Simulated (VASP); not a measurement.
The input files of a VASP run:

**POSCAR**
```
SnSe2
1
    1.9363174546    -3.3538004329    -0.0000000000
    1.9363174546     3.3538004329     0.0000000000
    0.0000000000     0.0000000000     6.8955207707
Sn Se
1 2
Direct
  0.0000000000   0.0000000000   1.0000000000
  0.3333330000   0.6666670000   0.2313193975
  0.6666670000   0.3333330000   0.7686806025
```

KPOINTS:
```
Regular mesh
0
Gamma
6 6 4
```

INCAR:
```
ALGO = Normal
EDIFF = 1E-7
ENCUT = 480
GGA = PE
ISIF = 2
ISMEAR = 0
LASPH = .TRUE.
LCHARG = .FALSE.
LMAXMIX = 4
LREAL = .FALSE.
LWAVE = .FALSE.
NELM = 100
PREC = Accurate
SIGMA = 0.05
SYSTEM = SnSe2
```

POTCAR, in this order: Sn_d Se (PBE.64 set). Program: vasp_std.

### Question
Write an equivalent input for Quantum ESPRESSO's pw.x.

### Answer
One equivalent input (not run):
```
&CONTROL
  calculation = 'scf'
  pseudo_dir = './pseudo'
  outdir = './out'
  tprnfor = .true.
  tstress = .true.
/
&SYSTEM
  ibrav = 0
  nat = 3
  ntyp = 2
  ecutwfc = 86
  occupations = 'smearing'
  smearing = 'gaussian'
  degauss = 0.003675
  input_dft = 'pbe'
/
&ELECTRONS
  conv_thr = 7.3e-09
  electron_maxstep = 100
/
ATOMIC_SPECIES
  Sn 118.710 Sn.upf
  Se 78.971 Se.upf
CELL_PARAMETERS angstrom
     1.9363175   -3.3538004   -0.0000000
     1.9363175    3.3538004    0.0000000
     0.0000000    0.0000000    6.8955208
ATOMIC_POSITIONS crystal
  Sn   0.0000000  0.0000000  1.0000000
  Se   0.3333330  0.6666670  0.2313194
  Se   0.6666670  0.3333330  0.7686806
K_POINTS automatic
  6 6 4 0 0 0
```
What does not carry over: the potentials are each code's own (VASP's PAW set, PseudoDojo norm-conserving files in pw.x), so ENCUT and ecutwfc are chosen apart and not converted; conv_thr bounds pw.x's estimated SCF error, while EDIFF bounds the energy change between steps.

The compound is SnSe2 in the 1T layered structure. It was relaxed first, which changed the volume by +16 %.
